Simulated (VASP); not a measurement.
Level of theory: PBEsol GGA, VASP's PBE PAW potentials (set 64) (plane waves; VASP 6.6.1).

The input files of a VASP run:

### INCAR
```
# general
SYSTEM  = TiO2
PREC    = Accurate
ENCUT   = 620
LREAL   = .FALSE.
LASPH   = .TRUE.

# electronic loop
EDIFF   = 1E-6
NELM    = 100
ALGO    = Normal
LMAXMIX = 4

# smearing
ISMEAR  = 0
SIGMA   = 0.05

# functional
GGA     = PS

# ions
IBRION  = 2
NSW     = 40
ISIF    = 3
EDIFFG  = -0.02
PSTRESS = 50

# output
LWAVE   = .FALSE.
LCHARG  = .FALSE.
```

**KPOINTS**
```
Regular mesh
0
Gamma
5 5 8
0 0 0
```

POSCAR:
```
TiO2
1
    4.5922675200     0.0000000000     0.0000000000
    0.0000000000     4.5922675200     0.0000000000
    0.0000000000     0.0000000000     2.9415282735
Ti O
2 4
Direct
  0.0000000000   0.0000000000   0.0000000000
  0.5000000000   0.5000000000   0.5000000000
  0.3043205945   0.3043205945   0.0000000000
  0.8043205945   0.1956794055   0.5000000000
  0.1956794055   0.8043205945   0.5000000000
  0.6956794055   0.6956794055   0.0000000000
```

POTCAR, in this order: Ti_sv O (PBE.64 set). Program: vasp_std.

Energy and stress use the plane-wave basis of the starting cell.

Predict the energy per atom (σ→0), volume per atom, band gap (on the k-mesh).

```yaml
energy per atom (σ→0): -9348 meV/atom
band gap (on the k-mesh): 1.85 eV
volume_per_atom: 10.12 Å³/atom
```

OSZICAR:
```
...
DAV:   1    -0.560923153686E+02   -0.15824E-02   -0.63949E-01  1680   0.673E+00    0.430E-01
DAV:   2    -0.560908701117E+02    0.14453E-02   -0.22243E-02  1952   0.138E+00    0.259E-01
DAV:   3    -0.560896339700E+02    0.12361E-02   -0.34630E-03  1984   0.457E-01    0.919E-02
DAV:   4    -0.560895434459E+02    0.90524E-04   -0.81728E-04  2612   0.241E-01    0.500E-02
DAV:   5    -0.560895425834E+02    0.86252E-06   -0.10642E-04  2224   0.102E-01    0.248E-02
DAV:   6    -0.560895461297E+02   -0.35463E-05   -0.13962E-05  2384   0.315E-02    0.702E-03
DAV:   7    -0.560895462995E+02   -0.16982E-06   -0.20565E-06  1344   0.150E-02
   4 F= -.54193762E+02 E0= -.54193762E+02  d E =-.161556E-02
```

The compound is TiO2 in the rutile structure. This run relaxes it under an external pressure of 5 GPa. Symmetry was kept, so distortions that lower it aren't found.
